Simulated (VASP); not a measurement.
An input for Quantum ESPRESSO's pw.x (written as the equivalent of a VASP run, and not itself run):

```
&CONTROL
  calculation = 'vc-relax'
  pseudo_dir = './pseudo'
  outdir = './out'
  tprnfor = .true.
  tstress = .true.
  nstep = 40
  forc_conv_thr = 0.00078
/
&SYSTEM
  ibrav = 0
  nat = 2
  ntyp = 2
  ecutwfc = 56.6
  occupations = 'smearing'
  smearing = 'gaussian'
  degauss = 0.003675
  input_dft = 'pbesol'
/
&ELECTRONS
  conv_thr = 7.3e-08
  electron_maxstep = 100
/
&IONS
/
&CELL
  press = 200
/
ATOMIC_SPECIES
  Ba 137.327 Ba.upf
  S 32.060 S.upf
CELL_PARAMETERS angstrom
    -0.0000000    2.9289706    2.9289706
     2.9289706   -0.0000000    2.9289706
     2.9289706    2.9289706    0.0000000
ATOMIC_POSITIONS crystal
  Ba   1.0000000  0.0000000  0.0000000
  S    0.5000000  0.5000000  0.5000000
K_POINTS automatic
  8 8 8 0 0 0
```

### Question
Write the VASP files for the same calculation (PBEsol).

### Answer
One answer among several that fit: 
File POSCAR:
```
BaS
1
   -0.0000000000     2.9289706050     2.9289706050
    2.9289706050    -0.0000000000     2.9289706050
    2.9289706050     2.9289706050     0.0000000000
Ba S
1 1
Direct
  1.0000000000   0.0000000000   0.0000000000
  0.5000000000   0.5000000000   0.5000000000
```

### INCAR
```
# general
SYSTEM   =  BaS
PREC     =  Accurate
ENCUT    =  500
LREAL    =  .FALSE.
LASPH    =  .TRUE.

# electronic loop
EDIFF    =  1E-6
NELM     =  100
ALGO     =  Normal
LMAXMIX  =  4

# smearing
ISMEAR   =  0
SIGMA    =  0.05

# functional
GGA      =  PS

# ions
IBRION   =  2
NSW      =  40
ISIF     =  3
EDIFFG   =  -0.02
PSTRESS  =  200

# output
LWAVE    =  .FALSE.
LCHARG   =  .FALSE.
```

KPOINTS:
```
Regular mesh
0
gamma
  8 8 8
```

POTCAR, in this order: Ba_sv S (PBE.64 set). Program: vasp_std.

Limits of the translation: the potentials are each code's own (VASP's PAW set, PseudoDojo norm-conserving files in pw.x), so ENCUT and ecutwfc are chosen apart and not converted; conv_thr bounds pw.x's estimated SCF error, while EDIFF bounds the energy change between steps; forc_conv_thr acts on force components and is met together with etot_conv_thr.

The structure was generated: BaS was put into the rock salt type (Fm-3m), which need not be its known phase. It was relaxed first under an external pressure of 20 GPa.
